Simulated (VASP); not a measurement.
Here is the system:

```yaml
crystal:
  lattice:
    - [4.14767, 0.00000, 0.00000]
    - [0.00000, 4.14767, 0.00000]
    - [0.00000, 0.00000, 4.14767]
  atoms:
    - { symbol: Ba, position: [0.00000, 0.00000, 0.00000] }
    - { symbol: Zr, position: [0.50000, 0.50000, 0.50000] }
    - { symbol: O, position: [0.50000, 0.00000, 0.50000] }
    - { symbol: O, position: [0.00000, 0.50000, 0.50000] }
    - { symbol: O, position: [0.50000, 0.50000, 0.00000] }
```

These are PBEsol GGA, VASP's PBE PAW potentials (set 64) (plane waves; VASP 6.6.1) values and carry that method's errors. Settings: 520 eV cut-off, 5×5×5 Γ-centred mesh, Gaussian smearing of 0.050 eV, potentials Ba_sv Zr_sv O.

Predict the energy per atom (σ→0), pressure.

The energy per atom (σ→0) comes out as -8.717 eV/atom and the pressure comes out as 5.38 GPa.

Total energies compare only between runs with the same potentials, cut-off and functional.

The compound is BaZrO3 in the cubic perovskite structure. This cell is one point of a volume scan, at 0.97 of the reference volume.
